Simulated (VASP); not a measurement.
Output of a VASP run:

**OSZICAR**
```
       N       E                     dE             d eps       ncg     rms          rms(c)
DAV:   1    -0.398630721270E+03   -0.39863E+03   -0.12842E+01   328   0.831E+00    0.194E+01
DAV:   2    -0.398724176092E+03   -0.93455E-01   -0.36939E-01   364   0.151E+00    0.126E+01
DAV:   3    -0.398710379089E+03    0.13797E-01   -0.41864E-02   364   0.439E-01    0.749E+00
DAV:   4    -0.398704116901E+03    0.62622E-02   -0.64576E-03   364   0.191E-01    0.432E+00
DAV:   5    -0.398702024592E+03    0.20923E-02   -0.21215E-03   356   0.982E-02    0.247E+00
DAV:   6    -0.398701275820E+03    0.74877E-03   -0.33836E-04   372   0.419E-02    0.142E+00
DAV:   7    -0.398701026779E+03    0.24904E-03   -0.17776E-04   364   0.312E-02    0.805E-01
DAV:   8    -0.398700955275E+03    0.71505E-04   -0.58097E-05   332   0.145E-02    0.455E-01
DAV:   9    -0.398700934708E+03    0.20566E-04   -0.10280E-05   188   0.774E-03    0.264E-01
DAV:  10    -0.398700930795E+03    0.39136E-05   -0.65532E-06   188   0.548E-03
   1 F= -.39870093E+03 E0= -.39870093E+03  d E =-.261965E-15
```

**OUTCAR**
```
------------------------ aborting loop because EDIFF is reached ----------------------------------------
  volume of cell :     1308.29
      direct lattice vectors                 reciprocal lattice vectors
    10.937074700  0.000000000  0.000000000     0.091432127  0.000000000  0.000000000
     0.000000000 10.937074700  0.000000000     0.000000000  0.091432127  0.000000000
     0.000000000  0.000000000 10.937074700     0.000000000  0.000000000  0.091432127
 POSITION                                       TOTAL-FORCE (eV/Angst)
 -----------------------------------------------------------------------------------
      5.46788     10.93707      0.00291         0.000999     -0.001830     -0.001910
      6.85634      1.33376      1.36964         0.003969      0.025069     -0.030342
      8.22753      2.70460      0.01291         0.005746      0.006883      0.008316
      9.60286      4.07705      1.36490        -0.017055      0.012251     -0.026051
      8.19680     10.92240      2.76582         0.020136     -0.015205     -0.016287
      9.54548      1.38494      4.11121         0.016436      0.011338     -0.053347
      0.00099      0.00097      0.00359         0.002654     -0.002064      0.003483
      1.36274      1.35676      1.39141        -0.010691      0.013054     -0.039942
      2.71041      2.70574     10.92523        -0.006527      0.004071      0.000975
      4.08707      4.08394      1.32605        -0.018798      0.007701     -0.021735
      5.47012      5.46990      0.00265        -0.001761     -0.000489      0.003592
      6.85261      6.85540      1.32586         0.012921      0.000793     -0.024501
      8.22605      8.23415     10.92329         0.006937     -0.006618      0.002441
      9.57640      9.58161      1.38909         0.007919     -0.010478     -0.034393
      2.74132      0.01580      2.76898        -0.022146      0.014429     -0.023079
      4.12317      1.39437      4.11624        -0.013807     -0.022966      0.011714
      5.45847      2.71730      2.67818        -0.036825     -0.011896     -0.006391
      6.81731      4.13341      3.94634         0.013075     -0.021547     -0.135964
      8.23045      5.48740      2.67173        -0.002785      0.027076     -0.006949
      9.55591      6.82256      4.10799        -0.002893     -0.014038      0.029697
      5.47019      0.00135      5.47264        -0.006989      0.002787     -0.006294
      6.81678      1.39561      6.82655         0.010170     -0.014615     -0.011010
      8.14020      2.80416      5.45986         0.001818     -0.023040      0.073096
      9.55504      4.11452      6.83060        -0.000694      0.017206     -0.016611
      8.19495      0.01486      8.17311         0.026882      0.008470      0.020675
      9.57519      1.35290      9.55124         0.018276      0.020371      0.035746
     10.93693      5.47105      0.00251        -0.003620     -0.001053     -0.005314
      1.33654      6.86200      1.36716         0.010949     -0.014054     -0.030870
      2.71035      8.23398      0.01450        -0.009754     -0.007147      0.004470
      4.08088      9.60460      1.37167        -0.002490     -0.021787     -0.034608
      0.00849      2.72957      2.76094         0.018545      0.007370      0.000290
      1.38302      4.11505      4.11022         0.002316      0.019837      0.015357
      2.70990      5.45173      2.67462        -0.002071     -0.046532     -0.008758
      4.12203      6.80766      3.94923        -0.010720      0.018395     -0.133943
      5.47995      8.22082      2.67813         0.032023      0.009575     -0.007659
      6.81469      9.54548      4.11402         0.017228      0.020251      0.007267
     10.93676      0.00195      5.47365         0.001326     -0.002187     -0.006635
      1.39218      1.38720      6.83276        -0.016976      0.000985      0.044204
      2.79783      2.80351      5.48146        -0.002239     -0.018073     -0.084760
      4.12087      4.13264      6.99434        -0.012323     -0.017274      0.133560
      6.81421      6.80641      6.98822         0.009357      0.020067      0.140852
      8.13881      8.13471      5.47703         0.008970      0.016835     -0.081966
      9.54353      9.55147      6.82882         0.015507     -0.001259      0.057338
      2.74027     10.92158      8.17504        -0.023116     -0.007856      0.015990
      4.08197      1.33285      9.56997        -0.008163      0.031811      0.037461
      5.47957      2.71777      8.26322         0.029285     -0.018763      0.002916
      6.85069      4.08382      9.61426         0.014318      0.008200      0.031900
      8.22517      5.44936      8.26339         0.007206     -0.029768      0.012036
      9.59893      6.85929      9.57187        -0.010749     -0.011572      0.033931
     10.92956      8.20951      2.76117        -0.018547     -0.007205     -0.005453
      1.39073      9.55400      4.11296        -0.012386     -0.005873     -0.054372
      0.00118      5.47001      5.47182         0.000892     -0.000189     -0.006768
      1.38311      6.82438      6.83249         0.000802     -0.014043     -0.022277
      2.79734      8.13611      5.46122        -0.005627      0.016765      0.073389
      4.12093      9.54526      6.82578        -0.010426      0.017354     -0.007105
     10.92694      2.72956      8.18225        -0.010816      0.006733     -0.001611
      1.33446      4.07924      9.57443         0.013224      0.003970      0.032684
      2.70837      5.48787      8.26813        -0.003606      0.029383      0.004102
      4.08584      6.85414      9.61590        -0.010110     -0.009742      0.025099
      5.45507      8.21910      8.26055        -0.029714      0.008707      0.005795
      6.85253      9.60380      9.56746         0.009906     -0.021496      0.043989
      0.00651      8.20793      8.17997         0.015568     -0.003482     -0.000300
...
```
(Selected blocks of OUTCAR.)

File POSCAR:
```
AuSi63
1
   10.9370747000     0.0000000000     0.0000000000
    0.0000000000    10.9370747000     0.0000000000
    0.0000000000     0.0000000000    10.9370747000
Si Au
63 1
Direct
  0.4999400630   0.9999997818   0.0002659671
  0.6268901500   0.1219484854   0.1252289925
  0.7522608258   0.2472873004   0.0011799354
  0.8780094985   0.3727736283   0.1247958589
  0.7494506694   0.9986579110   0.2528850571
  0.8727639762   0.1266280193   0.3758964060
  0.0000908816   0.0000884887   0.0003278541
  0.1245980939   0.1240511914   0.1272195580
  0.2478189477   0.2473915802   0.9989169654
  0.3736898011   0.3734036827   0.1212433787
  0.5001451098   0.5001244822   0.0002425468
  0.6265486075   0.6268038106   0.1212262932
  0.7521254984   0.7528660850   0.9987399853
  0.8755907002   0.8760665543   0.1270078792
  0.2506443078   0.0014443297   0.2531735521
  0.3769905443   0.1274902615   0.3763564912
  0.4990795105   0.2484488629   0.2448719257
  0.6233212633   0.3779265588   0.3608222442
  0.7525271840   0.5017245651   0.2442821177
  0.8737167727   0.6238014925   0.3756018467
  0.5001513236   0.0001231278   0.5003750503
  0.6232724899   0.1276032647   0.6241661985
  0.7442757283   0.2563900163   0.4992062183
  0.8736372689   0.3761989335   0.6245363007
  0.7492820808   0.0013590103   0.7472852587
  0.8754798669   0.1236983006   0.8732902086
  0.9999869292   0.5002296003   0.0002294749
  0.1222028175   0.6274072462   0.1250026726
  0.2478128237   0.7528500447   0.0013260065
  0.3731232604   0.8781686096   0.1254143134
  0.0007759074   0.2495701240   0.2524387236
  0.1264522484   0.3762475688   0.3758058775
  0.2477720561   0.4984631404   0.2445464236
  0.3768862272   0.6224386331   0.3610864760
  0.5010438741   0.7516466176   0.2448670899
  0.6230811664   0.8727632797   0.3761538941
  0.9999716510   0.0001781804   0.5004677273
  0.1272899859   0.1268348050   0.6247337912
  0.2558114569   0.2563305389   0.5011814685
  0.3767796543   0.3778557161   0.6395076254
  0.6230375730   0.6223242641   0.6389476301
  0.7441486033   0.7437737250   0.5007769397
  0.8725852522   0.8733109225   0.6243739298
  0.2505487585   0.9985833207   0.7474614637
  0.3732235087   0.1218654493   0.8750026265
  0.5010091692   0.2484917100   0.7555237930
  0.6263731331   0.3733923841   0.8790523632
  0.7520451977   0.4982467836   0.7555397535
  0.8776501796   0.6271596163   0.8751768213
  0.9993125884   0.7506131731   0.2524593183
  0.1271572990   0.8735426584   0.3760566462
  0.0001074691   0.5001349198   0.5003002183
  0.1264606570   0.6239672223   0.6247091556
  0.2557669928   0.7439017299   0.4993306014
  0.3767852677   0.8727434916   0.6240955058
  0.9990738056   0.2495693562   0.7481205569
  0.1220125266   0.3729735833   0.8754102749
  0.2476322952   0.5017674588   0.7559722717
  0.3735768174   0.6266885451   0.8792025298
  0.4987683188   0.7514896229   0.7552793837
  0.6265409471   0.8780957122   0.8747729393
  0.0005952585   0.7504686490   0.7479120331
  0.1243000719   0.8760553596   0.8732680755
  0.4998370871   0.4996205122   0.5000555133
```

Reconstruct the remaining input files.

This is not unique; one that fits is the input of the run itself, HSE06 screened hybrid, plane waves, VASP's PBE PAW potentials (set 64).

**INCAR**
```
SYSTEM = AuSi63
PREC = Normal; ENCUT = 400; LREAL = Auto
LASPH = .TRUE.; ISYM = 0; NELECT = 262.0
EDIFF = 1E-5; NELM = 50; NELMIN = 4
ALGO = Normal; LMAXMIX = 6
ISMEAR = 0; SIGMA = 0.05
GGA = PE; LHFCALC = .TRUE.; AEXX = 0.25
HFSCREEN = 0.2; PRECFOCK = Fast
ISIF = 0
LWAVE = .FALSE.; LCHARG = .FALSE.
```

File KPOINTS:
```
Automatic mesh
0
Gamma
1 1 1
0 0 0
```

POTCAR, in this order: Si Au (PBE.64 set). Program: vasp_gam. Read from the step before: WAVECAR.

The cell is charged, with a uniform compensating background. The supercell is sampled at Γ alone, which is coarse: total energies, pressure and levels can be off, energies of defects by several tenths of an eV.

The cell is a supercell with a defect, built from Si (diamond): Au_Si, charge +1. The cell's shape comes from a PBE relaxation. The run is not spin-polarised, so no state with unpaired spins was tried.
